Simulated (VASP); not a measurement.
C:

```
CELL_PARAMETERS angstrom
0.00000 1.78337 1.78337
1.78337 0.00000 1.78337
1.78337 1.78337 0.00000
ATOMIC_POSITIONS crystal
C 0.00000 0.00000 0.00000
C 0.25000 0.25000 0.25000
```

This isn't the form of C at room conditions, which is graphite.

Base run:

* Program: VASP 6.6.1
* Functional: PBE
* Potentials or basis: VASP PAW PBE potentials, release 64 (C)
* Cutoff: 520 eV
* k mesh: 8 × 8 × 8
* Occupations: gaussian, width 0.02 eV
* Spin: no spin polarisation

Its results: band gap on the k mesh 4.13 eV, indirect (least direct gap 5.59 eV); pressure 2.5 GPa.

The run is repeated on the same cell with these changes: cutoff from 520 eV to 700 eV; k mesh from 8 × 8 × 8 to 10 × 10 × 10. What comes out?

Band gap on the k mesh 4.17 eV, indirect (least direct gap 5.59 eV); pressure 1.5 GPa.

A k mesh can miss the band edges.

Not every run made on this cell is shown here.
